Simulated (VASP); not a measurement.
Given:

```
CELL_PARAMETERS angstrom
      2.86023     0.00000     0.00000
      0.00000     2.86023     0.00000
      0.00000     0.00000     2.86023
ATOMIC_POSITIONS crystal
  Al 0.50000 0.50000 0.50000
  Co 0.00000 0.00000 0.00000
```

The numbers are results of vdW-DF2, VASP's PBE PAW potentials (set 64) (plane waves; VASP), not measurements. Run with 520 eV cut-off, 13×13×13 Γ-centred mesh, first-order Methfessel-Paxton smearing of 0.10 eV, potentials Al Co.

### Question
Give the stress tensor in GPa (positive for a compressed cell).

### Answer

```
5.18  0.00  0.00
0.00  5.18  0.00
0.00  0.00  5.18
```
The pressure is its mean diagonal, 5.18 GPa.

The compound is CoAl in the CsCl type structure. This cell is one point of a volume scan, at 0.97 of the reference volume. The run is not spin-polarised, so no magnetic state was tried.
